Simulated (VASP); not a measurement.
```
NiSi2
1.0
    0.00000     2.66537     2.66537
    2.66537     0.00000     2.66537
    2.66537     2.66537     0.00000
Si Ni
2 1
Direct
  0.25000   0.25000   0.25000
  0.75000   0.75000   0.75000
  0.00000   0.00000   0.00000
```

Level of theory: SCAN meta-GGA, VASP's PBE PAW potentials (set 64) (plane waves; VASP). Run with 520 eV cut-off, 10×10×10 Γ-centred mesh, first-order Methfessel-Paxton smearing of 0.10 eV, potentials Si Ni.

Give the stress tensor in GPa (positive for a compressed cell).

```
4.94  0.00  0.00
0.00  4.94  0.00
0.00  0.00  4.94
```
The pressure is its mean diagonal, 4.94 GPa.

The compound is NiSi2 in the fluorite structure. This cell is one point of a volume scan, at 0.97 of the reference volume. The run is not spin-polarised, so no magnetic state was tried.
